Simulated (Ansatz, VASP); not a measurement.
## GaGe3 in VASP and in Ansatz

```
Ge Ga
1.0
     4.22064    0.00000    0.00000
     0.00000    4.22064    0.00000
     0.00000    0.00000    4.22064
Ge Ga
3 1
Direct
  0.50000 0.50000 0.00000
  0.50000 0.00000 0.50000
  0.00000 0.50000 0.50000
  0.00000 0.00000 0.00000
```

The cell comes from a database or a generator and needn't be the stable form of this composition.

Alike in both runs: task single point; functional PBEsol; k mesh 6 × 6 × 6; occupations fermi-dirac, width 0.05 eV; no spin polarisation.

|  | VASP | Ansatz |
| --- | --- | --- |
| version | VASP 6.6.1 | Ansatz 0.2.0 |
| potentials or method | VASP PAW PBE potentials, release 64 (Ge_d, Ga_d) | Ansatz PAW |
| plane-wave cutoff (eV) | 520 | 420 |
| valence electrons in the cell | 55 | 55 |

```csv
,VASP,Ansatz,Ansatz less VASP
gap on the k mesh at the Fermi level (eV),none,none,-
pressure (GPa),-1.1,-1.1,-0.02
```

A gap of «none» marks a metal or a gap that the smearing closes.

Caveats: the PAW data sets were made with another functional, which shifts forces and pressure a little (VASP); the PAW data sets come from PBE, with cores solved anew for the run's functional, which leaves a small shift of forces and pressure (Ansatz).
